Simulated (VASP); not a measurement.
GaGe: equation of state with PBE

The system is GaGe.

```xyz
2
Lattice="0.0000 2.8978 2.8978 2.8978 0.0000 2.8978 2.8978 2.8978 0.0000" Properties=species:S:1:pos:R:3 pbc="T T T"
Ge    0.0000    0.0000    0.0000
Ga    1.4489    1.4489    1.4489
```

The cell comes from a database or a generator and needn't be the stable form of this composition.

| Item | Value |
| --- | --- |
| Program | VASP 6.6.1 |
| Task | equation of state |
| Functional | PBE |
| Potentials or basis | VASP PAW PBE potentials, release 64 (Ge_d, Ga_d) |
| Cutoff | 520 eV |
| k mesh | 8 × 8 × 8 |
| Occupations | fermi-dirac, width 0.05 eV |
| Spin | no spin polarisation |
| Further INCAR settings | ALGO = Normal; EDIFF = 1e-07; NBANDS = 20 |

* Equilibrium volume: 24.48 Å³/atom
* Bulk modulus: 48 GPa
* Pressure derivative of the bulk modulus: 4.7

Energy against volume, from the lowest point:
```csv
volume (Å³/atom),energy (meV/atom)
22.875,17.99
23.361,8.36
23.848,2.48
24.335,0.00
24.821,0.56
25.308,3.78
25.795,9.41
```

All runs of the series together: 2.5 min on 1 thread of Intel(R) Xeon(R) Platinum 8259CL CPU @ 2.50GHz (Skylake/Cascade Lake) (shared host).
